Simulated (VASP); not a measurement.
Crystal: Cu.

```xyz
1
Lattice="0.0000 1.8075 1.8075 1.8075 0.0000 1.8075 1.8075 1.8075 0.0000" Properties=species:S:1:pos:R:3 pbc="T T T"
Cu    0.0000    0.0000    0.0000
```

Base run:

| Property | Result |
| --- | --- |
| Program | VASP 6.6.1 |
| Functional | PBE |
| Potentials or basis | VASP PAW PBE potentials, release 64 (Cu) |
| Cutoff | 400 eV |
| k mesh | 14 × 14 × 14 |
| Occupations | gaussian, width 0.1 eV |
| Spin | no spin polarisation |

Its results: band gap on the k mesh none (metal or under the smearing width); pressure 1.9 GPa.

Question: The run is repeated on the same cell with these changes: cutoff from 400 eV to 520 eV; k mesh from 14 × 14 × 14 to 10 × 10 × 10. What comes out?

Answer: Band gap on the k mesh none (metal or under the smearing width); pressure 2.5 GPa.

Not every run made on this cell is shown here.
